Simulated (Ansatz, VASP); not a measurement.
# BN in two plane-wave programs, part 3 of 3

One calculation is typed for both programs; each brings its own data sets. How far apart do they land? The cell is taken from a series of runs on this material, whose earlier steps may have relaxed, scaled, displaced or heated it; both programs get it as it stands.

VASP 6.6.1 and Ansatz 0.2.0.

So far: Starting point; VASP: zone-centre phonons, PBE.

## (3) Ansatz: zone-centre phonons, PBE

Level of this step: Ansatz beside VASP: Kohn-Sham DFT, plane waves, PBE (Ansatz).

Ansatz runs on norm-conserving files, of PseudoDojo where its log says so.

The same cell, functional and mesh now go to Ansatz.

input.yaml

```yaml
crystal:
  lattice:
    - [2.5107858867, -3.0e-10, 0.0]
    - [-1.2553929431, 2.1744043614, 0.0]
    - [0.0, 0.0, 7.451479628]
  atoms:
    - { symbol: B, position: [0.3333333333, 0.6666666667, 0.25] }
    - { symbol: B, position: [0.6666666667, 0.3333333333, 0.75] }
    - { symbol: "N", position: [0.3333333333, 0.6666666667, 0.75] }
    - { symbol: "N", position: [0.6666666667, 0.3333333333, 0.25] }
kpoints:
  mp_grid: { grid: [9, 9, 4] }
hamiltonian:
  xc: pbe
  pseudopotentials: { kind: nc, accuracy: standard }
scf:
  occupations: { method: fixed }
output:
  eigenvalues: true
basis:
  ecutwfc: 1142.88
phonons:
  method: dfpt
  dielectric: true
  rigid_motions: translations
```

On the command line:

```console
> ansatz run input.yaml --threads 4 --pin off --max-ram 9216MiB --backend cpu --events-out ev --progress --plain --runs-dir out
```

Numbers of over 12 decimals in the logs are rounded to 6 here.

What it wrote:

```text
Engine: ansatz 0.2.0, aarch64-unknown-linux-gnu
Pseudopotentials: kind: nc
Pseudopotential: B, nc, valence charge 3, recommended cutoff 1034.032677 eV (normal), B.nc.azcp (PseudoDojo's, or run here from an input of PseudoDojo's; its table is named by hamiltonian.pseudopotentials.accuracy)
Pseudopotential: N, nc, valence charge 5, recommended cutoff 1142.878222 eV (normal), N.nc.azcp (PseudoDojo's, or run here from an input of PseudoDojo's; its table is named by hamiltonian.pseudopotentials.accuracy)
Functional definition: PBE
  parameter kappa = 0.804
  parameter beta = 0.066725
  exchange = pbe_x(kappa = kappa, mu = beta*pi^2/3)
  correlation = pbe_c(beta = beta)
Crystal: 4 atoms, lattice volume = 40.681 Å³
Basis set: ecut = 1142.88 eV, 3533 PW (Γ), exchange–correlation on 60×60×180 points (8 copies of the dense FFT grid, shifted against one another)
Bands: 12, of which v1, the nominal top of the filled ones, is band 8 counted from 1 (7 counted from 0)
Symmetry: 24 space group operations
k-points: 95 of 324 (irreducible under 2 space group operations, time reversal used)
Non-local potential: B, projectors of the file, l = 0: 2, l = 1: 2
Non-local potential: N, projectors of the file, l = 0: 2, l = 1: 2
Initial density: superposition of atomic densities (chi_scale 0.1, normalization cell, long waves kept (reshape's long-wave potential 0.02 eV rms))
Initial wavefunctions: pseudopotential atomic-orbital guess
Functional: x = pbe(κ = 0.804, μ = 0.219515), c = pbe(β = 0.066725)
SCF iter   1: F=—  HF=-732.473403 eV  |F-HF|=—  |Δ(HF+E_count)|=         —  Δρ=1.41e-1  dr2=8.01e0  ethr=3.10e-3  ⟨swp⟩=5.7  Hψ=6818  notcnv=0  defer=190
preconditioner: auto → none  [insulator: Δε(μ)=6.038 eV  Ē_g=16.943 eV  n_scr=4 (ndim 8)  ℏωp=23.3 eV  f_vac=0.000  ε∞_Penn≈2.9]
SCF iter   2: F=—  HF=-729.976301 eV  |F-HF|=—  |Δ(HF+E_count)|=    2.50e0  Δρ=6.36e-2  dr2=9.15e-1  ethr=3.10e-3  ⟨swp⟩=4.2  Hψ=3768  notcnv=0  defer=185
SCF iter   3: F=—  HF=-729.733239 eV  |F-HF|=—  |Δ(HF+E_count)|=   2.43e-1  Δρ=2.09e-2  dr2=1.08e-1  ethr=3.10e-3  ⟨swp⟩=3.1  Hψ=2485  notcnv=0  defer=190
SCF iter   4: F=—  HF=-729.717251 eV  |F-HF|=—  |Δ(HF+E_count)|=   1.60e-2  Δρ=7.64e-3  dr2=1.35e-2  ethr=6.76e-4  ⟨swp⟩=2.2  Hψ=1776  notcnv=0  defer=190
SCF iter   5: F=—  HF=-729.716502 eV  |F-HF|=—  |Δ(HF+E_count)|=   7.49e-4  Δρ=1.05e-3  dr2=2.78e-4  ethr=8.43e-5  ⟨swp⟩=3.5  Hψ=2144  notcnv=0  defer=190
SCF iter   6: F=—  HF=-729.716536 eV  |F-HF|=—  |Δ(HF+E_count)|=   3.40e-5  Δρ=1.21e-4  dr2=4.11e-6  ethr=1.74e-6  ⟨swp⟩=2.9  Hψ=1972  notcnv=0  defer=190
SCF iter   7: F=—  HF=-729.716538 eV  |F-HF|=—  |Δ(HF+E_count)|=   2.62e-6  Δρ=6.22e-6  dr2=5.69e-9  ethr=2.57e-8  ⟨swp⟩=2.7  Hψ=1899  notcnv=0  defer=190
SCF iter   8: F=—  HF=-729.716551 eV  |F-HF|=—  |Δ(HF+E_count)|=   1.31e-5  Δρ=4.31e-7  dr2=5.06e-11  ethr=1.00e-12  ⟨swp⟩=12.9  Hψ=11228  notcnv=0
SCF iter   9: F=-729.716551 eV  HF=-729.716551 eV  |F-HF|=1.14e-13  |Δ(HF+E_count)|=  8.98e-12  Δρ=2.27e-8  dr2=1.43e-13  ethr=1.00e-12  ⟨swp⟩=5.8  Hψ=5929  notcnv=0
SCF 1 converged in 9 iterations: F = -729.716551 eV  dr2 = 1.43e-13
NSCF: frozen V_eff on 4 k-points
DFPT response loops at Γ: preconditioner auto → Resta (q_TF=auto, 2.335 Å⁻¹)  ε∞=3.6 (no band partly filled); β = 1.00, the filter's whole step (`scf.mixing.beta` (0.50) is not read by the response loops at its default; to damp them type it under 1.00, their step now; it binds the ground state too); Broyden in place of MSR1
── the response to a field inside a basis, on 10×10×4 k-points: an SCF that follows is theirs, and a resumed run solves both again ──
Bands: 9, of which v1, the nominal top of the filled ones, is band 8 counted from 1 (7 counted from 0)
k-points: 60 of 400 (irreducible under 8 space group operations)
Initial density: handed on by an earlier stage of this run
Initial wavefunctions: pseudopotential atomic-orbital guess (no wavefunctions were taken with the density)
Eigensolver: Dense (60 Hₖ)
SCF iter   1: F=—  HF=-729.714144 eV  |F-HF|=—  |Δ(HF+E_count)|=         —  Δρ=5.46e-5  dr2=1.42e-7  ethr=1.00e-1
preconditioner: auto → none  [insulator: Δε(μ)=4.546 eV  Ē_g=13.089 eV  n_scr=4 (ndim 8)  ℏωp=23.3 eV  f_vac=0.129  ε∞_Penn≈4.2]
SCF iter   2: F=-729.714145 eV  HF=-729.714145 eV  |F-HF|=2.41e-7  |Δ(HF+E_count)|=   7.00e-7  Δρ=2.72e-5  dr2=3.29e-8  ethr=8.90e-10
SCF 1 converged in 2 iterations: F = -729.714145 eV  dr2 = 3.29e-8
DFPT response loops at Γ: mixed as the last ones told, above
SCF converged after 9 iterations
Free energy (F): -729.716551 eV
Harris-Foulkes:  -729.716551 eV  (|F-HF|=1.14e-13)
Internal energy: -729.716551 eV  (E = F + TS)
E sigma→0 (E₀):  -729.716551 eV
Fermi energy:    3.549696 eV
--- Per-component energies (eV) ---
  E_band       = -56.945609
  E_kinetic    = 508.337166
  E_local      = -791.601643  (includes V_loc(G=0)·N_el)
  E_nonlocal   = -58.045669
  E_hartree    = 275.497689
  E_xc         = -235.588864
  E_vxc        = -266.630843  (∫ρ·V_xc dr)
  E_ewald      = -428.315231
  E_smearing   = -0.000000  (= −TS)
  E_closure    = 0.000000  (closes the sum)
  Σ components = -729.716551   (vs F -729.716551, Δ=0.00e0)
--- Band table (eV; the first three rows and the last of 95) ---
  k-point 0: bands = [... 4 lower, 2.1932, 2.1932, 2.2040, 2.2040, 8.2839, 12.4930, 14.8522, 15.1506]
  k-point 1: bands = [... 4 lower, 2.1948, 2.1948, 2.2024, 2.2024, 8.7747, 11.5897, 15.1572, 15.1572]
  k-point 2: bands = [... 4 lower, 2.1986, 2.1986, 2.1986, 2.1986, 10.0389, 10.0389, 15.1734, 15.1734]
  k-point 94: bands = [... 4 lower, -1.6937, -1.6937, 1.7492, 1.7492, 9.9890, 9.9890, 14.3785, 14.3785]
--- Phonons (Γ-DFPT): 4 representative perturbations + reference, on 95 of 324 k-points (Σ response iterations 14) ---
  k mesh reduced under 2 symmetry operations, with k and −k counted as one. Each operation leaves every solved perturbation unchanged. A smaller set is not considered because the run solves the response to a homogeneous field
  ASR residual: 2.719e-5 → 0.000e0 eV/Å²; symmetrization residual: 1.023e-6 eV/Å²
  ASR residual per site (eV/Å²): 5.66e-6 5.66e-6 2.72e-5 2.72e-5
  Γ frequencies (cm⁻¹): 0.00 0.00 0.00 24.93 24.93 62.40 772.03 806.93 1347.54 1347.54 1347.67 1347.67
  ε∞ (high-frequency dielectric tensor):
        4.329990    -0.000000     0.000000
       -0.000000     4.329990     0.000000
        0.000000     0.000000     2.266761
  ε⁰ (static dielectric tensor: ions relaxed, cell fixed):
        5.924345    -0.000000     0.000000
       -0.000000     5.924345    -0.000000
        0.000000    -0.000000     2.494633
  ε⁰ − ε∞ (ionic part):
        1.594354     0.000000     0.000000
        0.000000     1.594354    -0.000000
        0.000000    -0.000000     0.227872
  softest optical mode at Γ: 24.93 cm⁻¹; the repairs (sum rule, projections) moved no ω² at Γ by more than (0.91 cm⁻¹)²
  Born effective charges Z* (e; rows j = field, columns β = displacement):
    site 0:
         2.70245   -0.00000    0.00000
        -0.00000    2.70245    0.00000
         0.00000    0.00000    0.58528
    site 1:
         2.70245   -0.00000    0.00000
        -0.00000    2.70245    0.00000
         0.00000    0.00000    0.58528
    site 2:
        -2.70245    0.00000    0.00000
         0.00000   -2.70245    0.00000
         0.00000    0.00000   -0.58528
    site 3:
        -2.70245    0.00000    0.00000
         0.00000   -2.70245    0.00000
         0.00000    0.00000   -0.58528
  Z* charge neutrality: 1.080e-3 e pre-enforcement
  solved inside a basis spanned on kpoints, on 10×10×4 k-points, its susceptibility summed on 14×14×4: ε∞ is read to err by 1.2e-2, Z* by 1.0e-2 e (field_mesh: kpoints solves on kpoints); Z* is corrected for what the basis lacks
  optical modes at Γ without the LO–TO term, one row a degenerate level:
      ω (cm⁻¹)  modes    IR ((D/Å)²/amu)
         24.93      2             0.0000
         62.40      1             0.0000
        772.03      1             2.5906
[...]
optical modes at Γ + LO–TO along q̂ = [1.0000, 0.0000, 0.0000]:
      ω (cm⁻¹)  modes    IR ((D/Å)²/amu)
[...]
optical modes at Γ + LO–TO along q̂ = [0.0000, 1.0000, 0.0000]:
      ω (cm⁻¹)  modes    IR ((D/Å)²/amu)
[...]
1347.67      1            55.2314
       1576.38      1            55.2314
  optical modes at Γ + LO–TO along q̂ = [0.0000, 0.0000, 1.0000]:
      ω (cm⁻¹)  modes    IR ((D/Å)²/amu)
         24.93      2             0.0000
         62.40      1             0.0000
        806.93      1             0.0000
        809.91      1             2.5906
       1347.54      2             0.0000
       1347.67      2           110.4627
```

## (4) Side by side

Known differences besides the potentials themselves: fixed occupations in Ansatz, narrow Gaussian smearing in VASP; VASP's response is taken on the typed mesh, Ansatz refines its own for the field response alone; the cutoff is 1142.88 eV in Ansatz and 600 eV in VASP. Total energies have different zeros and are not compared.

Compared:

| quantity | Ansatz | VASP | difference |
| --- | --- | --- | --- |
| ε∞ xx | 4.33 | 4.38 | -1.05 % |
| ε∞ yy | 4.33 | 4.38 | -1.05 % |
| ε∞ zz | 2.27 | 2.27 | -0.33 % |
| Born charge of B1 (mean of the diagonal) (e) | 2.00 | 2.00 | 0.00 |
| Born charge of N3 (mean of the diagonal) (e) | -2.00 | -2.00 | 0.00 |
| optical mode 1 to 2 (cm⁻¹) | 24.9 | 18.8 | +6.1 |
| optical mode 3 (cm⁻¹) | 62.4 | 62.0 | +0.69 % |
| optical mode 4 (cm⁻¹) | 772.0 | 765.7 | +0.83 % |
| optical mode 5 (cm⁻¹) | 806.9 | 799.9 | +0.88 % |
| optical mode 6 to 7 (cm⁻¹) | 1347.5 | 1343.4 | +0.31 % |
| optical mode 8 to 9 (cm⁻¹) | 1347.7 | 1343.8 | +0.29 % |

Modes are paired by rising frequency, not by their patterns, so a pair may set unlike modes beside each other; they are those without the splitting of longitudinal modes.

## (5) Summary of results

| Item | Value |
| --- | --- |
| r.m.s. difference of the optical zone-centre modes, each program's sorted by frequency (zone-centre phonons, PBE) | 5.1 cm⁻¹ |
| difference in ε∞ xx (zone-centre phonons, PBE) | -1.1 % |

The r.m.s. difference of the optical zone-centre modes, each program's sorted by frequency is 5.1 cm⁻¹ (zone-centre phonons, PBE). Among the rows given in per cent, the largest difference of the zone-centre phonons, PBE pair is in ε∞ xx, -1.1 %. How closely two codes agree says nothing of how well the functional describes the real material.

[Lines on the potential files, build, host, timing and source positions are cut from VASP's logs without a mark.]

[Logs are printed without paths, hosts, clocks, repeated set-up lines and the standing remarks that a program may print on its own settings, such as how far it seeks lower states.]

[Hosts, paths, dates, database ids (printed as entryN), source tags and the programs' standing remarks are cut or masked in the printed files.]
